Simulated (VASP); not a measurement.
# RuF2 (P4_2/mnm) in VASP: settings compared

One crystal, RuF2, is run at these levels: LDA, PBEsol; tasks: single point.

Everything below comes from runs of VASP 6.6.1. Logs are shortened: lines on timing, memory, paths and dates and some standing lists are left out, and cuts for length are marked.

### 1 The crystal as given

It takes space group P4_2/mnm (No. 136, tetragonal). The conventional cell has a = 4.779 Å, b = 4.779 Å, c = 3.169 Å, α = 90.00°, β = 90.00°, γ = 90.00°. Ru (site symmetry mmm) has 6 F at 2.04 to 2.07 Å as nearest neighbours. F (site symmetry m2m) is surrounded by 3 Ru at 2.04 to 2.07 Å.

The cell was built by a generator and needn't be a form met in nature.

### 2 Single point, LDA

Contents of INCAR:

```
SYSTEM = RuF2
PREC = Accurate
ENCUT = 520
EDIFF = 1E-7
ISMEAR = -5
SIGMA = 0.1
LREAL = .FALSE.
LASPH = .TRUE.
NELM = 100
ALGO = Normal
ISIF = 2
LWAVE = .FALSE.
LCHARG = .TRUE.
LELF = .TRUE.
LVHAR = .TRUE.
NBANDS = 37
```

Contents of KPOINTS:

```
regular mesh
0
G
  4 4 6
  0 0 0
```

Contents of POSCAR:

```
RuF2
1.0
    4.7793017100      0.0000000000      0.0000000000
    0.0000000000      4.7793017100      0.0000000000
    0.0000000000      0.0000000000      3.1689365400
Ru F
2 4
Direct
    0.0000000000      0.0000000000      0.0000000000
    0.5000000000      0.5000000000      0.5000000000
    0.3020000000      0.3020000000      0.0000000000
    0.1980000000      0.8020000000      0.5000000000
    0.6980000000      0.6980000000      0.0000000000
    0.8020000000      0.1980000000      0.5000000000
```

Potentials or basis: VASP PAW LDA potentials, release 64 (Ru_pv, F).

The run is started by

```console
> cat potpaw_LDA.64/Ru_pv/POTCAR potpaw_LDA.64/F/POTCAR > POTCAR
> mpirun -np 1 vasp_std > vasp.out
```

OUTCAR:

```text
SYSTEM = RuF2
   PREC = Accurate
   ENCUT = 520
   EDIFF = 1E-7
   ISMEAR = -5
   LREAL = .FALSE.
   LASPH = .TRUE.
   NELM = 100
   ISIF = 2

 ion  position               nearest neighbor table
   1  0.000  0.000  0.000-   3 2.04   5 2.04   4 2.07   6 2.07   4 2.07   6 2.07
   2  0.500  0.500  0.500-   4 2.04   6 2.04   5 2.07   3 2.07   3 2.07   5 2.07
   3  0.302  0.302  0.000-   1 2.04   2 2.07   2 2.07
   4  0.198  0.802  0.500-   2 2.04   1 2.07   1 2.07
   5  0.698  0.698  0.000-   1 2.04   2 2.07   2 2.07
   6  0.802  0.198  0.500-   2 2.04   1 2.07   1 2.07

  LATTYP: Found a simple tetragonal cell.
 ALAT       =     4.7793017100
 C/A-ratio  =     0.6630542979

  Lattice vectors:

 A1 = (   4.7793017100,   0.0000000000,   0.0000000000)
 A2 = (   0.0000000000,   4.7793017100,   0.0000000000)
 A3 = (   0.0000000000,   0.0000000000,   3.1689365400)

Analysis of symmetry for initial positions (statically):
=====================================================================
 Subroutine PRICEL returns:
 Original cell was already a primitive cell.

 Routine SETGRP: Setting up the symmetry group for a
 simple tetragonal supercell.

 Subroutine GETGRP returns: Found 16 space group operations
 (whereof  8 operations were pure point group operations)
 out of a pool of 16 trial point group operations.

The static configuration has the point symmetry D_2h.
 The point group associated with its full space group is D_4h.

Analysis of symmetry for dynamics (positions and initial velocities):
=====================================================================
 Subroutine PRICEL returns:
 Original cell was already a primitive cell.

 Routine SETGRP: Setting up the symmetry group for a
 simple tetragonal supercell.

 Subroutine GETGRP returns: Found 16 space group operations
 (whereof  8 operations were pure point group operations)
 out of a pool of 16 trial point group operations.

The dynamic configuration has the point symmetry D_2h.
 The point group associated with its full space group is D_4h.

 Subroutine INISYM returns: Found 16 space group operations
 (whereof  8 operations are pure point group operations),
 and found     1 'primitive' translations

----------------------------------------------------------------------------------------

                                     Primitive cell

  volume of cell :      72.3840

  direct lattice vectors                    reciprocal lattice vectors
     4.779301710  0.000000000  0.000000000     0.209235587  0.000000000  0.000000000
     0.000000000  4.779301710  0.000000000     0.000000000  0.209235587  0.000000000
     0.000000000  0.000000000  3.168936540     0.000000000  0.000000000  0.315563277

  length of vectors
     4.779301710  4.779301710  3.168936540     0.209235587  0.209235587  0.315563277

  position of ions in fractional coordinates (direct lattice)
     0.000000000  0.000000000  0.000000000
     0.500000000  0.500000000  0.500000000
     0.302000000  0.302000000  0.000000000
     0.198000000  0.802000000  0.500000000
     0.698000000  0.698000000  0.000000000
     0.802000000  0.198000000  0.500000000

  ion indices of the primitive-cell ions
   primitive index   ion index
                 1           1
                 2           2
                 3           3
                 4           4
                 5           5
                 6           6

----------------------------------------------------------------------------------------

 KPOINTS: regular mesh

Automatic generation of k-mesh.
 Grid dimensions read from file:
 generate k-points for:    4    4    6

 Generating k-lattice:

  Cartesian coordinates                     Fractional coordinates (reciprocal lattice)
     0.052308897  0.000000000  0.000000000     0.250000000  0.000000000  0.000000000
     0.000000000  0.052308897  0.000000000     0.000000000  0.250000000  0.000000000
     0.000000000  0.000000000  0.052593880     0.000000000  0.000000000  0.166666667

  Length of vectors
     0.052308897  0.052308897  0.052593880

  Shift w.r.t. Gamma in fractional coordinates (k-lattice)
     0.000000000  0.000000000  0.000000000

 TETIRR: Found    144 inequivalent tetrahedra from      576

 Subroutine IBZKPT returns following result:
 ===========================================

 Found     24 irreducible k-points:

 Following reciprocal coordinates:
            Coordinates               Weight
  0.000000  0.000000  0.000000      1.000000
  0.250000  0.000000  0.000000      4.000000
  0.500000  0.000000  0.000000      2.000000
  0.250000  0.250000  0.000000      4.000000
  0.500000  0.250000  0.000000      4.000000
  0.500000  0.500000  0.000000      1.000000
[... 16 lines left out ...]
  0.500000  0.250000  0.500000      4.000000
  0.500000  0.500000  0.500000      1.000000
   k-points           NKPTS =     24   k-points in BZ     NKDIM =     24   number of bands    NBANDS=     37
   number of dos      NEDOS =    301   number of ions     NIONS =      6
   total plane-waves  NPLWV =  31104
   dimension x,y,z NGX =    36 NGY =   36 NGZ =   24
   dimension x,y,z NGXF=    72 NGYF=   72 NGZF=   48
   ions per type =               2   4
   NGX,Y,Z   is equivalent  to a cutoff of  12.52, 12.52, 12.59 a.u.
   NGXF,Y,Z  is equivalent  to a cutoff of  25.04, 25.04, 25.18 a.u.
 SYSTEM =  RuF2
   PREC   = accura    normal or accurate (medium, high low for compatibility)
   ISTART =      0    job   : 0-new  1-cont  2-samecut
   ICHARG =      2    charge: 1-file 2-atom 10-const
   ISPIN  =      1    spin polarized calculation?
   LNONCOLLINEAR =      F non collinear calculations
   LSORBIT =      F    spin-orbit coupling
   LASPH  =      T    aspherical Exc in radial PAW
   ENCUT  =  520.0 eV  38.22 Ry    6.18 a.u.   8.89  8.89  5.89*2*pi/ulx,y,z
   NELM   =    100;   NELMIN=  2; NELMDL= -5     # of ELM steps
   EDIFF  = 0.1E-06   stopping-criterion for ELM
   LREAL  =      F    real-space projection
   EDIFFG = 0.1E-05   stopping-criterion for IOM
   NSW    =      0    number of steps for IOM
   IBRION =     -1    ionic relax: 0-MD 1-quasi-New 2-CG
   NFREE  =      0    steps in history (QN), initial steepest desc. (CG)
   ISIF   =      2    stress and relaxation
   ISYM   =      2    0-nonsym 1-usesym 2-fastsym
   POTIM  = 0.5000    time-step for ionic-motion
   TEBEG  =    0.0;   TEEND  =   0.0 temperature during run
   PSTRESS=    0.0 pullay stress
   NELECT =      56.0000    total number of electrons
   NUPDOWN=      -1.0000    fix difference up-down
   EMIN   =  10.00;   EMAX   =-10.00  energy-range for DOS
   EFERMI =   0.00;   METHOD = LEGACY
   ISMEAR =    -5;   SIGMA  =   0.10  broadening in eV -4-tet -1-fermi 0-gaus
   EFERMI_NEDOS =   21; number of points for ismear=-14 and -15
   IALGO  =     38    algorithm
   IMIX   =      4    mixing-type and parameters
     AMIX     =   0.40;   BMIX     =  1.00
     AMIX_MAG =   1.60;   BMIX_MAG =  1.00
  volume/ion in A,a.u.               =      12.06        81.41
  Fermi-wavevector in a.u.,A,eV,Ry     =   1.502877  2.840025 30.730642  2.258638
  Thomas-Fermi vector in A             =   2.614060
   LORBIT       =      0    0 simple, 1 ext, 2 COOP (PROOUT), +10 PAW based schemes
   GGA     = CA    functional components
   LHFCALC =     F    Hartree Fock is set to
   AEXX    =    0.0000 exact exchange contribution
   IVDW    =     0    specifies the selected vdW correction
   LEPSILON=     F    determine dielectric tensor
   LRPA    =     F    only Hartree local field effects (RPA)
 non-spin polarized calculation
 Fermi weights with tetrahedron method with Bloechl corrections
  energy-cutoff  :      520.00
  volume of cell :       72.38
 maximum number of plane-waves:      1992
 NGX is ok and might be reduce to    36
   NGX = 17   NGY = 17   NGZ = 11

 number of electron      55.9999963 magnetization

 Free energy of the ion-electron system (eV)
  ---------------------------------------------------
  ext. energy  EPLUGINS =         0.00000000
  ---------------------------------------------------
  free energy    TOTEN  =       -36.02894081 eV

  energy without entropy =      -36.02894081  energy(sigma->0) =      -36.02894081

 E-fermi :   5.9880     XC(G=0): -11.6106

 val. band max:        5.9927936572   @ k =   0.0000   0.0000   0.1667
 cond. band min:       5.9827562095   @ k =   0.2500   0.2500   0.5000
 fundamental gap:     -0.0100374477
 Fermi energy:         5.9880176869

 k-point     1 :       0.0000    0.0000    0.0000
  band No.  band energies     occupation
      1     -36.8845      2.00000
      2     -36.8716      2.00000
      3     -36.7746      2.00000
      4     -36.7746      2.00000
      5     -36.7099      2.00000
      6     -36.7099      2.00000
[... 29 lines left out ...]
     36      15.5347      0.00000
     37      15.5380      0.00000

 k-point     2 :       0.2500    0.0000    0.0000
  band No.  band energies     occupation
      1     -36.8826      2.00000
      2     -36.8735      2.00000
      3     -36.7661      2.00000
      4     -36.7657      2.00000
      5     -36.7192      2.00000
      6     -36.7188      2.00000
[... 29 lines left out ...]
     36      15.3928      0.00000
     37      16.6784      0.00000

 k-point     3 :       0.5000    0.0000    0.0000
  band No.  band energies     occupation
      1     -36.8781      2.00000
      2     -36.8781      2.00000
      3     -36.7498      2.00000
      4     -36.7498      2.00000
      5     -36.7355      2.00000
      6     -36.7355      2.00000
[... 29 lines left out ...]
     36      14.5621      0.00000
     37      16.0574      0.00000
[... 761 lines left out ...]
 k-point    23 :       0.5000    0.2500    0.5000
  band No.  band energies     occupation
      1     -37.0389      2.00000
      2     -37.0389      2.00000
      3     -36.7381      2.00000
      4     -36.7381      2.00000
      5     -36.6995      2.00000
      6     -36.6995      2.00000
[... 29 lines left out ...]
     36      13.9578      0.00000
     37      15.7469      0.00000

 k-point    24 :       0.5000    0.5000    0.5000
  band No.  band energies     occupation
      1     -37.0376      2.00000
      2     -37.0376      2.00000
      3     -36.7395      2.00000
      4     -36.7395      2.00000
      5     -36.6997      2.00000
      6     -36.6997      2.00000
[... 29 lines left out ...]
     36      14.4016      0.00000
     37      14.7026      0.00000

------------------------ aborting loop because EDIFF is reached ----------------------------------------

  FORCE on cell =-STRESS in cart. coord.  units (eV):
  Direction    XX          YY          ZZ          XY          YZ          ZX
  --------------------------------------------------------------------------------------
  -------------------------------------------------------------------------------------
  Total       -1.5603111     -1.5603111     -0.7859452     -0.0000000      0.0000000      0.0000000
  in kB      -34.5365803    -34.5365803    -17.3964406     -0.0000000      0.0000000      0.0000000
  external PRESSURE =     -28.8232004 kB  Pullay stress =       0.0000000 kB

 VOLUME and BASIS-vectors are now :
 -----------------------------------------------------------------------------
  energy-cutoff  :      520.00
  volume of cell :       72.38
      direct lattice vectors                 reciprocal lattice vectors
     4.779301710  0.000000000  0.000000000     0.209235587  0.000000000  0.000000000
     0.000000000  4.779301710  0.000000000     0.000000000  0.209235587  0.000000000
     0.000000000  0.000000000  3.168936540     0.000000000  0.000000000  0.315563277

 POSITION                                       TOTAL-FORCE (eV/Angst)
 -----------------------------------------------------------------------------------
      0.00000      0.00000      0.00000        -0.000000     -0.000000     -0.000000
      2.38965      2.38965      1.58447        -0.000000     -0.000000     -0.000000
      1.44335      1.44335      0.00000         0.124894      0.124894     -0.000000
      0.94630      3.83300      1.58447        -0.124894      0.124894     -0.000000
      3.33595      3.33595      0.00000        -0.124894     -0.124894      0.000000
      3.83300      0.94630      1.58447         0.124894     -0.124894     -0.000000
 -----------------------------------------------------------------------------------
    total drift:                                0.000000      0.000000      0.000000

  FREE ENERGIE OF THE ION-ELECTRON SYSTEM (eV)
  ---------------------------------------------------
  free  energy   TOTEN  =       -36.0289408082 eV

  energy  without entropy=      -36.0289408082  energy(sigma->0) =      -36.02894081
```

Wall time 42 s (1 thread of Intel Xeon Platinum 8259CL at 2.50GHz (Skylake/Cascade Lake), shared host); peak memory 0.18 GiB.

Results:

- Free energy: -36.0289 eV
- Pressure: -2.9 GPa
- Largest force: 0.177 eV/Å
- Band gap on the k mesh: none (metal or under the smearing width)

Forces on the atoms (eV/Å):
```
Ru   0.000  0.000  0.000
Ru   0.000  0.000  0.000
F    0.125  0.125  0.000
F   -0.125  0.125  0.000
F   -0.125 -0.125  0.000
F    0.125 -0.125  0.000
```

Levels at points of the mesh, in eV from the Fermi level:
| k point | band 26 | band 27 | band 28 | band 29 | band 30 | band 31 |
| --- | --- | --- | --- | --- | --- | --- |
| (0.00, 0.00, 0.00) | -1.16 | -1.16 | -0.19 | 0.18 | 1.13 | 1.50 |
| (0.50, 0.00, 0.00) | -0.83 | -0.50 | -0.50 | 1.06 | 1.06 | 1.19 |
| (0.50, 0.50, 0.00) | -1.14 | -0.46 | -0.46 | 0.76 | 0.76 | 1.48 |
| (0.00, 0.00, 0.50) | -0.88 | -0.74 | -0.74 | 0.70 | 0.70 | 1.08 |
| (0.50, 0.00, 0.50) | -0.70 | -0.45 | -0.45 | 0.05 | 0.05 | 2.02 |
| (0.50, 0.50, 0.50) | -0.96 | -0.64 | -0.64 | 0.62 | 0.62 | 1.25 |

Caveat: tetrahedron occupations give inexact forces and stress in metals.

### 3 Single point, PBEsol

Contents of INCAR:

```
SYSTEM = RuF2
PREC = Accurate ; ENCUT = 520
EDIFF = 1E-6 ; ISMEAR = -5
SIGMA = 0.1 ; LREAL = .False.
LASPH = .True. ; NELM = 100
ALGO = Fast ; ISIF = 2
LWAVE = .False. ; LCHARG = .False.
GGA = PS ; NBANDS = 37
```

Contents of KPOINTS:

```
Automatic mesh
0
Gamma
  4 4 6
  0 0 0
```

POSCAR is that of step 2.

Potentials or basis: VASP PAW PBE potentials, release 64 (Ru_pv, F).

The run is started by

```console
> cat potpaw_PBE.64/Ru_pv/POTCAR potpaw_PBE.64/F/POTCAR > POTCAR
> mpirun -np 1 vasp_std > vasp.out
```

OUTCAR:

```text
SYSTEM = RuF2
   PREC = Accurate
   ENCUT = 520
   EDIFF = 1E-6
   ISMEAR = -5
   LREAL = .False.
   LASPH = .True.
   NELM = 100
   ISIF = 2
   GGA = PS

 ion  position               nearest neighbor table
   1  0.000  0.000  0.000-   3 2.04   5 2.04   4 2.07   6 2.07   4 2.07   6 2.07
   2  0.500  0.500  0.500-   4 2.04   6 2.04   5 2.07   3 2.07   3 2.07   5 2.07
   3  0.302  0.302  0.000-   1 2.04   2 2.07   2 2.07
   4  0.198  0.802  0.500-   2 2.04   1 2.07   1 2.07
   5  0.698  0.698  0.000-   1 2.04   2 2.07   2 2.07
   6  0.802  0.198  0.500-   2 2.04   1 2.07   1 2.07
[... 1171 lines left out ...]
  -------------------------------------------------------------------------------------
  Total        1.1202095      1.1202095      2.0693440      0.0000000      0.0000000      0.0000000
  in kB       24.7951883     24.7951883     45.8037282      0.0000000      0.0000000      0.0000000
  external PRESSURE =      31.7980350 kB  Pullay stress =       0.0000000 kB

 VOLUME and BASIS-vectors are now :
 -----------------------------------------------------------------------------
  energy-cutoff  :      520.00
  volume of cell :       72.38
      direct lattice vectors                 reciprocal lattice vectors
     4.779301710  0.000000000  0.000000000     0.209235587  0.000000000  0.000000000
     0.000000000  4.779301710  0.000000000     0.000000000  0.209235587  0.000000000
     0.000000000  0.000000000  3.168936540     0.000000000  0.000000000  0.315563277

 POSITION                                       TOTAL-FORCE (eV/Angst)
 -----------------------------------------------------------------------------------
      0.00000      0.00000      0.00000         0.000000     -0.000000     -0.000000
      2.38965      2.38965      1.58447         0.000000     -0.000000     -0.000000
      1.44335      1.44335      0.00000         0.095925      0.095925     -0.000000
      0.94630      3.83300      1.58447        -0.095925      0.095925     -0.000000
      3.33595      3.33595      0.00000        -0.095925     -0.095925      0.000000
      3.83300      0.94630      1.58447         0.095925     -0.095925     -0.000000
 -----------------------------------------------------------------------------------
    total drift:                                0.000000      0.000000      0.000000

  FREE ENERGIE OF THE ION-ELECTRON SYSTEM (eV)
  ---------------------------------------------------
  free  energy   TOTEN  =       -33.2588367774 eV

  energy  without entropy=      -33.2588367774  energy(sigma->0) =      -33.25883678
```

OSZICAR:

```text
N       E                     dE             d eps       ncg     rms          rms(c)
DAV:   1     0.598356438325E+03    0.59836E+03   -0.33757E+04  1784   0.157E+03
DAV:   2    -0.375051919156E+01   -0.60211E+03   -0.58523E+03  1979   0.459E+02
DAV:   3    -0.349095082372E+02   -0.31159E+02   -0.30878E+02  1984   0.110E+02
DAV:   4    -0.352485990581E+02   -0.33909E+00   -0.33875E+00  2092   0.118E+01
DAV:   5    -0.352546318236E+02   -0.60328E-02   -0.60319E-02  2041   0.139E+00    0.279E+01
RMM:   6    -0.333398942743E+02    0.19147E+01   -0.64649E+00  1778   0.137E+01    0.171E+01
RMM:   7    -0.332539218172E+02    0.85972E-01   -0.47038E-01  1836   0.424E+00    0.839E+00
RMM:   8    -0.332596532822E+02   -0.57315E-02   -0.64339E-02  1936   0.169E+00    0.426E-01
RMM:   9    -0.332583729766E+02    0.12803E-02   -0.11656E-02  2026   0.576E-01    0.181E-01
RMM:  10    -0.332589035606E+02   -0.53058E-03   -0.50070E-03  2108   0.383E-01    0.129E-01
RMM:  11    -0.332588085040E+02    0.95057E-04   -0.83436E-04  2002   0.169E-01    0.583E-02
RMM:  12    -0.332588328804E+02   -0.24376E-04   -0.26095E-04  2266   0.736E-02    0.299E-02
RMM:  13    -0.332588358751E+02   -0.29947E-05   -0.44067E-05  2292   0.295E-02    0.430E-02
RMM:  14    -0.332588367774E+02   -0.90231E-06   -0.69532E-06  1890   0.150E-02
   1 F= -.33258837E+02 E0= -.33258837E+02  d E =0.000000E+00
```

stdout:

```text
POSCAR found type information on POSCAR RuF
 POSCAR found :  2 types and       6 ions
 scaLAPACK will be used
 -----------------------------------------------------------------------------
|                                                                             |
|                                                                             |
|     You enforced a specific xc type in the INCAR file but a different       |
|     I HOPE YOU KNOW WHAT YOU ARE DOING!                                     |
|                                                                             |
 -----------------------------------------------------------------------------

 LDA part: xc-table for (Slater+PW92), standard interpolation
 POSCAR, INCAR and KPOINTS ok, starting setup
 FFT: planning ... GRIDC
 FFT: planning ... GRID_SOFT
 FFT: planning ... GRID
 WAVECAR not read
 entering main loop
```

Wall time 46 s (1 thread of Intel Xeon Platinum 8259CL at 2.50GHz (Skylake/Cascade Lake), shared host); peak memory 0.2 GiB.

What came out:

```yaml
Free_energy: -33.2588 eV
Pressure: 3.2 GPa
Largest_force: 0.136 eV/Å
Band_gap_on_the_k_mesh: 0.07 eV, indirect (least direct gap 0.20 eV)
```

Forces on the atoms (eV/Å):
```
Ru   0.000  0.000  0.000
Ru   0.000  0.000  0.000
F    0.096  0.096  0.000
F   -0.096  0.096  0.000
F   -0.096 -0.096  0.000
F    0.096 -0.096  0.000
```

Caveat: the PAW data sets were made with another functional, which shifts forces and pressure a little. PBEsol gaps usually lie below the measured ones, often by a third to a half.
